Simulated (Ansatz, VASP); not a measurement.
# Cross-check of TiC between VASP and Ansatz, part 2 of 2

Wanted: the spread between two codes on one cell, functional and k mesh. The cell is taken from a series of runs on this material, whose earlier steps may have relaxed, scaled, displaced or heated it; both programs get it as it stands.

VASP 6.6.1 and Ansatz 0.2.0.

So far: Starting point; VASP: zone-centre phonons, PBEsol, pair 1.

### 3. Ansatz: zone-centre phonons, PBEsol, pair 1

Level of this step: Ansatz beside VASP: Kohn-Sham DFT, plane waves, PBEsol (Ansatz).

Ansatz runs on its PAW soft_1 files.

The same cell, functional, mesh and smearing now go to Ansatz, which takes its cutoff from its data sets.

Input file input.yaml:

```yaml
crystal:
  lattice:
    - [0.0, 2.1352086235, 2.2108366178]
    - [2.1352086235, 0.0, 2.2108366178]
    - [2.1352086235, 2.1352086235, 0.0]
  atoms:
    - { symbol: C, position: [0.5, 0.5, 0.5] }
    - { symbol: Ti, position: [0.0, 0.0, 0.0] }
kpoints:
  mp_grid: { grid: [16, 16, 16] }
hamiltonian:
  xc: pbesol
  pseudopotentials: { kind: paw, azcp: { folder: soft_1 }, xc_functional: pbe }
scf:
  occupations: { method: methfessel_paxton, width: 0.2 }
output:
  eigenvalues: true
phonons:
  method: dfpt
```

Command:

```
$ ansatz run input.yaml --threads 4 --pin off --max-ram 10240MiB --backend cpu --events-out ev --progress --plain --runs-dir out
```

Numbers of over 12 decimals in the logs are rounded to 6 here.

The program printed:

```text
zone centre: on kpoints.mp_grid the ground state, and the responses unless they are solved on pairs of k-points, stand on 621 of the mesh's 4096 k-points, reduced under 8 symmetry operations, with k and −k counted as one. Each operation leaves every solved displacement unchanged or reverses it
Engine: ansatz 0.2.0, x86_64-unknown-linux-gnu
Pseudopotentials: kind: paw
Pseudopotential: C, paw, valence charge 4, recommended cutoff 420 eV (normal), soft_1/C.paw.azcp
Pseudopotential: Ti, paw, valence charge 12, recommended cutoff 420 eV (normal), soft_1/Ti.paw.azcp
Functional definition: PBEsol
  exchange = pbesol_x
  correlation = pbesol_c
Crystal: 2 atoms, lattice volume = 20.159 Å³
Basis set: ecut = 420 eV, 371 PW (Γ), exchange–correlation on 48×48×48 points (8 copies of the dense FFT grid, shifted against one another)
Bands: 12, of which v1, the nominal top of the filled ones, is band 8 counted from 1 (7 counted from 0)
Symmetry: 16 space group operations
k-points: 621 of 4096 (irreducible under 8 space group operations)
Non-local potential: C, projectors of the file, l = 0: 2, l = 1: 2, l = 2: 1
Non-local potential: Ti, projectors of the file, l = 0: 3, l = 1: 2, l = 2: 3, l = 3: 1
PAW form: soft (Blöchl's): semilocal exchange-correlation on the pseudo side does not see the compensation charge
PAW frozen core: C, regenerated for the run's functional, and the local potential with it (the file was generated under x = pbe(κ = 0.804, μ = 0.219515), c = pbe(β = 0.066725))
PAW frozen core: Ti, regenerated for the run's functional, and the local potential with it (the file was generated under x = pbe(κ = 0.804, μ = 0.219515), c = pbe(β = 0.066725))
PAW one-centre angular grid: C, 110 points (default); XC on 64 Gauss nodes
PAW one-centre angular grid: Ti, 590 points (default); XC on 64 Gauss nodes
Initial density: superposition of atomic densities (chi_scale 0.1, normalization cell, long waves kept (reshape's long-wave potential 0.00 eV rms))
Initial wavefunctions: pseudopotential atomic-orbital guess
Functional: x = pbesol(κ = 0.804, μ = 0.123457), c = pbesol(β = 0.046)
SCF iter   1: F=—  HF=-2723.384196 eV  |F-HF|=—  |Δ(HF+E_count)|=         —  Δρ=1.37e-1  dr2=4.92e0  ethr=3.10e-3  ⟨swp⟩=4.2  Hψ=35080  notcnv=0
preconditioner: auto → none  [metal: Δε(μ)=0.045 eV  Ē_g=9.075 eV  σ=0.200 eV  W_gap=0.19  n_scr=8 (ndim 8)  ℏωp=23.4 eV  f_vac=0.000  D(μ)=0.20/eV (n_scr^D=0)  sad-step TF]
SCF iter   2: F=—  HF=-2722.895585 eV  |F-HF|=—  |Δ(HF+E_count)|=   4.89e-1  S|Δr|=    0.00e0  Δρ=9.63e-2  dr2=2.48e0  ethr=3.10e-3  ⟨swp⟩=2.0  Hψ=14849  notcnv=0
SCF iter   3: F=—  HF=-2722.402219 eV  |F-HF|=—  |Δ(HF+E_count)|=   4.93e-1  S|Δr|=    0.00e0  Δρ=8.21e-3  dr2=7.77e-3  ethr=3.10e-3  ⟨swp⟩=2.9  Hψ=15590  notcnv=0
SCF iter   4: F=—  HF=-2722.399538 eV  |F-HF|=—  |Δ(HF+E_count)|=   2.68e-3  S|Δr|=    0.00e0  Δρ=1.48e-3  dr2=2.17e-4  ethr=4.86e-5  ⟨swp⟩=2.0  Hψ=17736  notcnv=0
SCF iter   5: F=—  HF=-2722.399649 eV  |F-HF|=—  |Δ(HF+E_count)|=   1.11e-4  S|Δr|=    0.00e0  Δρ=3.86e-4  dr2=2.19e-5  ethr=1.36e-6  ⟨swp⟩=2.0  Hψ=9974  notcnv=0
SCF iter   6: F=—  HF=-2722.399648 eV  |F-HF|=—  |Δ(HF+E_count)|=   7.87e-7  S|Δr|=    0.00e0  Δρ=5.44e-5  dr2=5.63e-7  ethr=1.37e-7  ⟨swp⟩=2.0  Hψ=11917  notcnv=0
SCF iter   7: F=—  HF=-2722.399650 eV  |F-HF|=—  |Δ(HF+E_count)|=   2.06e-6  S|Δr|=    0.00e0  Δρ=4.02e-6  dr2=2.14e-9  ethr=3.52e-9  ⟨swp⟩=3.0  Hψ=12643  notcnv=0
SCF iter   8: F=—  HF=-2722.399650 eV  |F-HF|=—  |Δ(HF+E_count)|=  8.51e-10  S|Δr|=    0.00e0  Δρ=2.14e-6  dr2=9.19e-10  ethr=1.34e-11  ⟨swp⟩=2.6  Hψ=12186  notcnv=0
SCF iter   9: F=-2722.399650 eV  HF=-2722.399650 eV  |F-HF|=1.82e-12  |Δ(HF+E_count)|=  2.85e-10  S|Δr|=    0.00e0  Δρ=7.97e-8  dr2=1.13e-12  ethr=1.00e-12  ⟨swp⟩=3.9  Hψ=33261  notcnv=0
the search or the solves at the SCF's close seem to have found levels that the self-consistency loop had missed (the run counts 2). By its estimate they hold under 1e-12 electrons; where the run keeps them, the occupations were computed again with them
SCF 1 converged in 9 iterations: F = -2722.399650 eV  dr2 = 1.13e-12
  greatest PAW one-centre occupation: 0.998 electrons in one spin orbital (limit 2), on the Ti atom at site 1 (counted from 0), in its partial waves of l = 0
DFPT response loops at Γ: preconditioner auto → Kerker (q_TF=auto, 2.625 Å⁻¹) (partly filled bands, converged f_vac=0.000); β = 1.00, the filter's whole step (`scf.mixing.beta` (0.50) is not read by the response loops under this deck's `scf.mixing.preconditioner`; to damp them name `kerker` or `kerker_dos`, under which they read `scf.mixing.beta`, and type it under 1.00, their step now; both keys bind the ground state too); Broyden in place of MSR1
SCF converged after 9 iterations
Stability not checked: this state was not tested for a lower state beside it, because cold or Methfessel-Paxton smearing, or corrected tetrahedra, fill the levels in a way that the test cannot read (fill_not_monotonic; see scf.lower_state_search)
Free energy (F): -2722.399650 eV
Harris-Foulkes:  -2722.399650 eV  (|F-HF|=1.82e-12)
Internal energy: -2722.399738 eV  (E = F + TS)
E sigma→0 (E₀):  -2722.399672 eV
Entropy (-TS):   0.000088 eV (0.044 meV/atom)
Fermi energy:    14.639075 eV
--- Per-component energies (eV) ---
  E_band       = -110.171520
  E_kinetic    = 366.137373
  E_local      = -825.646400  (includes V_loc(G=0)·N_el)
  E_nonlocal   = 84.347900
  E_hartree    = 324.529612
  E_xc         = -163.415790
  E_vxc        = -204.768603  (∫ρ·V_xc dr)
  E_paw        = -1112.025988  (= ΣΔE_a)
  E_vpaw       = -179.300989  (= ΣTr[D̂ρ^β])
  E_aug_tail   = -0.000061  (compensation charges beyond the density's cutoff)
  E_ewald      = -1396.486868
  E_core_change = 0.160485  (= ΣΔE_core)
  E_smearing   = 0.000088  (= −TS)
  E_closure    = 0.000000  (closes the sum)
  Σ components = -2722.399650   (vs F -2722.399650, Δ=0.00e0)
--- Band table (eV; the first three rows and the last of 621) ---
  k-point 0: bands = [... 4 lower, 2.2416, 15.1465, 15.4131, 15.4131, 16.2442, 16.2771, 16.4097, 16.4097]
  k-point 1: bands = [... 4 lower, 2.3318, 14.8487, 15.0435, 15.2291, 15.6426, 15.7386, 16.6037, 17.2788]
  k-point 2: bands = [... 4 lower, 2.5968, 13.9917, 14.2798, 14.4415, 15.7176, 15.8042, 16.9318, 18.3346]
  k-point 620: bands = [... 4 lower, 4.4966, 10.9545, 12.9907, 14.8052, 14.8052, 17.4242, 18.2075, 18.2075]
--- Phonons (Γ-DFPT): 4 representative perturbations + reference, on 621 of 4096 k-points (Σ response iterations 12) ---
  k mesh reduced under 8 symmetry operations, with k and −k counted as one. Each operation leaves every solved displacement unchanged or reverses it
  ASR residual: 3.096e-5 → 0.000e0 eV/Å²; symmetrization residual: 2.891e-7 eV/Å²
  ASR residual per site (eV/Å²): 1.97e-5 3.10e-5
  Γ frequencies (cm⁻¹): 0.00 0.00 0.00 472.09 550.44 550.44
  non-analytic LO–TO correction: not included (Born effective charges unavailable; polar crystals: no LO–TO splitting at Γ)
```

Reading the cycles: dr2 is the Hartree energy of the density residual (eV), the measure of convergence; HF is the Harris–Foulkes estimate of the energy, which meets the free energy F at convergence.

### 4. Side by side

Known differences besides the potentials themselves: the cutoff is 420 eV in Ansatz and 600 eV in VASP; Ansatz makes its cores anew for this functional, VASP keeps those of its PBE data sets. Total energies have different zeros and are not compared.

Compared:

```
                  quantity  Ansatz   VASP  difference
     optical mode 1 (cm⁻¹)   472.1  472.9     -0.18 %
optical mode 2 to 3 (cm⁻¹)   550.4  551.7     -0.23 %
```

Modes are paired by rising frequency, not by their patterns, so a pair may set unlike modes beside each other; they are those without the splitting of longitudinal modes.

### 5. VASP: zone-centre phonons, PBEsol, pair 2

Second derivatives magnify differences that forces hide, and they need a tight electronic threshold. The cell compared in this pair holds 20.29 Å³, against 20.16 Å³ for the pair before.

Input file INCAR:

```
SYSTEM = TiC
PREC = Accurate
ENCUT = 600
EDIFF = 1E-08
NELM = 120
ISMEAR = 1
SIGMA = 0.2
LREAL = .FALSE.
ALGO = Normal
GGA = PS
NBANDS = 14
LASPH = .TRUE.
LORBIT = 11
LWAVE = .FALSE.
LCHARG = .FALSE.
ISIF = 2
IBRION = 8
GGA_COMPAT = .FALSE.
KPAR = 2
```

Input file POSCAR:

```
TiC
1.0
    0.0000000000      2.1317587298      2.2323010510
    2.1317587298      0.0000000000      2.2323010510
    2.1317587298      2.1317587298      0.0000000000
C Ti
1 1
Direct
    0.5000000000      0.5000000000      0.5000000000
    0.0000000000      0.0000000000      0.0000000000
```

Input file KPOINTS:

```
Automatic mesh
0
Gamma
16 16 16
0 0 0
```

Potentials, in the order of the species: C and Ti_sv (PBE family, release 64).

Command:

```
$ mpirun -np 2 vasp_std
```

The program printed:

```text
[banner, memory and clock lines left out]
running    2 mpi-ranks, on    1 nodes
[...]
[... a notice as in an earlier step ...]

 LDA part: xc-table for (Slater+PW92), standard interpolation
 POSCAR, INCAR and KPOINTS ok, starting setup
[...]
entering main loop
       N       E                     dE             d eps       ncg     rms          rms(c)
DAV:   1     0.126740768819E+03    0.12674E+03   -0.89078E+03  9772   0.151E+03
DAV:   2    -0.162672789167E+02   -0.14301E+03   -0.13440E+03 10318   0.369E+02
DAV:   3    -0.248174813224E+02   -0.85502E+01   -0.83406E+01 13124   0.869E+01
DAV:   4    -0.251719355773E+02   -0.35445E+00   -0.35413E+00 12098   0.161E+01
[...]
DAV:  15    -0.197601608516E+02    0.16153E-06   -0.92199E-08 14864   0.417E-03    0.853E-04
DAV:  16    -0.197601608216E+02    0.29989E-07   -0.19373E-08 10900   0.106E-03    0.264E-04
DAV:  17    -0.197601608278E+02   -0.61850E-08   -0.78189E-10  6158   0.322E-04
   1 F= -.19760161E+02 E0= -.19760204E+02  d E =0.129238E-03
[...]
RMM:  22    -0.652065521062E+00   -0.97852E-07   -0.15824E-06 35825   0.695E-04    0.790E-05
RMM:  23    -0.652065426017E+00    0.95045E-07   -0.13943E-06 36750   0.618E-04    0.858E-05
RMM:  24    -0.652065539257E+00   -0.11324E-06   -0.11581E-06 34553   0.547E-04    0.886E-05
 first order change of Fermi-energy   0.22001E-03
 force on displaced ion       2 direction 1 : -10.842   0.000   0.000
 Linear response progress:
  Degree of freedom:   4/  4
       N       E                     dE             d eps       ncg     rms          rms(c)
RMM:   1    -0.742385004472E+00   -0.74239E+00    0.16748E+00  9906   0.135E+02
RMM:   2    -0.716082618030E+00    0.26302E-01   -0.23506E-01 16483   0.486E+00    0.224E-01
RMM:   3    -0.714619043007E+00    0.14636E-02   -0.18427E-02 19312   0.114E+00    0.110E-01
RMM:   4    -0.713994855372E+00    0.62419E-03   -0.81678E-03 21274   0.520E-01    0.215E-02
[...]
RMM:  20    -0.715445543308E+00   -0.17151E-07   -0.20864E-06 23792   0.771E-04    0.870E-05
RMM:  21    -0.715445371790E+00    0.17152E-06   -0.17968E-06 21282   0.674E-04    0.924E-05
RMM:  22    -0.715445404423E+00   -0.32633E-07   -0.15458E-06 21644   0.586E-04    0.957E-05
 first order change of Fermi-energy  -0.93082E-03
 force on displaced ion       2 direction 3 :   0.000   0.000  -7.234
 Linear response finished
```

From OUTCAR (step 5):

```text
  Total        0.0343317      0.0343317     -2.0625835      0.0000000      0.0000000      0.0000000
  in kB        2.7111124      2.7111124   -162.8783101      0.0000000      0.0000000      0.0000000
  external PRESSURE =     -52.4853618 kB  Pullay stress =       0.0000000 kB

 POSITION                                       TOTAL-FORCE (eV/Angst)
 -----------------------------------------------------------------------------------
      2.13176      2.13176      2.23230         0.000000     -0.000000     -0.000000
      0.00000      0.00000      0.00000        -0.000000      0.000000      0.000000
 -----------------------------------------------------------------------------------
    total drift:                               -0.000000      0.000000      0.000000

[... 1 part as in an earlier step ...]

[... 1 further part left out ...]
```

### 6. Ansatz: zone-centre phonons, PBEsol, pair 2

The same cell, functional, mesh and smearing now go to Ansatz, which takes its cutoff from its data sets.

The cell is taken from a series of runs on this material, whose earlier steps may have relaxed, scaled, displaced or heated it; both programs get it as it stands.

input.yaml, the sections that differ from step 3:

```yaml
crystal:
  lattice:
    - [0.0, 2.1317587298, 2.232301051]
    - [2.1317587298, 0.0, 2.232301051]
    - [2.1317587298, 2.1317587298, 0.0]
  atoms:
    - { symbol: C, position: [0.5, 0.5, 0.5] }
    - { symbol: Ti, position: [0.0, 0.0, 0.0] }
# kpoints, hamiltonian, scf, output, phonons: as in step 3
```

Command:

```
$ ansatz run input.yaml --threads 4 --pin off --max-ram 10240MiB --backend cpu --events-out ev --progress --plain --runs-dir out
```

The program printed:

```text
[...]
Crystal: 2 atoms, lattice volume = 20.289 Å³
Basis set: ecut = 420 eV, 379 PW (Γ), exchange–correlation on 48×48×48 points (8 copies of the dense FFT grid, shifted against one another)
Bands: 12, of which v1, the nominal top of the filled ones, is band 8 counted from 1 (7 counted from 0)
Symmetry: 16 space group operations
k-points: 621 of 4096 (irreducible under 8 space group operations)
[...]
k-point 1: bands = [... 4 lower, 2.2507, 14.7159, 14.9150, 15.1506, 15.5152, 15.6402, 16.4866, 17.1086]
  k-point 2: bands = [... 4 lower, 2.5139, 13.8816, 14.1445, 14.3574, 15.5926, 15.7067, 16.8098, 18.1496]
  k-point 620: bands = [... 4 lower, 4.3920, 10.7797, 12.9123, 14.7458, 14.7458, 17.2933, 18.0599, 18.0599]
[...]
ASR residual: 2.342e-5 → 0.000e0 eV/Å²; symmetrization residual: 5.180e-7 eV/Å²
  ASR residual per site (eV/Å²): 1.54e-5 2.34e-5
  Γ frequencies (cm⁻¹): 0.00 0.00 0.00 450.81 552.40 552.40
[...]
[key lines of the parts left out:]
SCF converged after 9 iterations
Free energy (F): -2722.381678 eV
Fermi energy:    14.529507 eV
```

### 7. Comparison

Both answers:

```
                  quantity  Ansatz   VASP  difference
     optical mode 1 (cm⁻¹)   450.8  451.8     -0.22 %
optical mode 2 to 3 (cm⁻¹)   552.4  553.7     -0.23 %
```

Modes are paired by rising frequency, not by their patterns, so a pair may set unlike modes beside each other; they are those without the splitting of longitudinal modes.

### 8. Outcome

```
r.m.s. difference of the optical zone-centre modes, each program's sorted by frequency (zone-centre phonons, PBEsol, pair 1) : 1.1 cm⁻¹
r.m.s. difference of the optical zone-centre modes, each program's sorted by frequency (zone-centre phonons, PBEsol, pair 2) : 1.2 cm⁻¹
```

The r.m.s. difference of the optical zone-centre modes, each program's sorted by frequency is 1.1 cm⁻¹ (zone-centre phonons, PBEsol, pair 1). How closely two codes agree says nothing of how well the functional describes the real material.

[Lines on the potential files, build, host, timing and source positions are cut from VASP's logs without a mark.]

[Logs are printed without paths, hosts, clocks, repeated set-up lines and the standing remarks that a program may print on its own settings, such as how far it seeks lower states.]

[Hosts, paths, dates, database ids (printed as entryN), source tags and the programs' standing remarks are cut or masked in the printed files.]
